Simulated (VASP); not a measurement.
Here is a VASP 6.6.1 calculation.

File INCAR:

```
  PREC = Accurate
  ENCUT = 520
  EDIFF = 1E-6
  ISMEAR = -1
  SIGMA = 0.03
  LREAL = F
  LASPH = T
  NELM = 80
  ALGO = Normal
  ISIF = 2
  LWAVE = F
  LCHARG = T
  LELF = T
  LVHAR = T
  NBANDS = 18
```

KPOINTS

```
regular mesh
0
Gamma
  13 13 13
```

The input POSCAR:

```
InPd
1.0
    3.2718847800      0.0000000000      0.0000000000
    0.0000000000      3.2718847800      0.0000000000
    0.0000000000      0.0000000000      3.2718847800
In Pd
1 1
Direct
    0.0000000000      0.0000000000      0.0000000000
    0.5000000000      0.5000000000      0.5000000000
```

Potentials or basis: VASP PAW LDA potentials, release 64 (In_d, Pd).

The run is started by

```sh
$ cat potpaw_LDA.64/In_d/POTCAR potpaw_LDA.64/Pd/POTCAR > POTCAR
$ mpirun -np 1 vasp_std > vasp.out
```

(1) What does it give for the band gap on the k mesh?

(2) Predict the pressure.

## Answers

(1) none (metal or under the smearing width).

(2) -6.6 GPa.
